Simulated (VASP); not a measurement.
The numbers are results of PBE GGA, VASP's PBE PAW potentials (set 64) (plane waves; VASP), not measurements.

VASP input:

### INCAR
```
# general
SYSTEM  = CsI
PREC    = Accurate
ENCUT   = 400
LREAL   = .False.
LASPH   = .True.

# electronic loop
EDIFF   = 1E-6
NELM    = 100
ALGO    = Normal
LMAXMIX = 4

# smearing
ISMEAR  = 0
SIGMA   = 0.05

# functional
GGA     = PE

# ions
ISIF    = 2

# output
LWAVE   = .False.
LCHARG  = .False.
```

File POSCAR:
```
CsI
5.878620
  0.8073847263  -0.5900252100   0.0000000000
  0.8073847263   0.5900252100   0.0000000000
 -0.2930512603   0.0000000000   1.7437259085
Cs I
2 2
Cartesian
  0.4036923632   0.2950126050   0.0000000000
  0.2571667330  -0.2950126050   0.8718629542
  0.7341219113  -0.0962921143   0.4359314771
  0.5875962811   0.0962921143   1.3077944313
```

**KPOINTS**
```
Automatic mesh
0
Gamma
4 4 2
0 0 0
```

POTCAR, in this order: Cs_sv I (PBE.64 set). Program: vasp_std.

Unless said otherwise, spin-orbit coupling is left out, though it shifts the bands of the heavy elements here.

Question: What does the run give for the energy per atom (σ→0), band gap (on the k-mesh)?

Answer: 
```json
{
  "energy per atom (σ→0)": "-253.4 kJ/mol-atom",
  "band gap (on the k-mesh)": "3.19 eV"
}
```

File OSZICAR:
```
...
DAV:   7    -0.104664434543E+02    0.15118E+00   -0.59854E-01   656   0.249E+00    0.124E+00
DAV:   8    -0.104966923038E+02   -0.30249E-01   -0.54124E-02   580   0.123E+00    0.330E-01
DAV:   9    -0.104996432446E+02   -0.29509E-02   -0.12445E-02   660   0.369E-01    0.171E-01
DAV:  10    -0.105057141734E+02   -0.60709E-02   -0.58496E-03   560   0.494E-01    0.328E-02
DAV:  11    -0.105057582958E+02   -0.44122E-04   -0.97911E-05   668   0.460E-02    0.171E-02
DAV:  12    -0.105058370235E+02   -0.78728E-04   -0.85713E-05   580   0.719E-02    0.216E-02
DAV:  13    -0.105058370241E+02   -0.65961E-09   -0.24685E-06   552   0.785E-03
   1 F= -.10505837E+02 E0= -.10505837E+02  d E =-.155951E-10
```

The structure was generated: CsI was put into the tenorite type (C2/c), which need not be its known phase. The cell was not relaxed at this level.
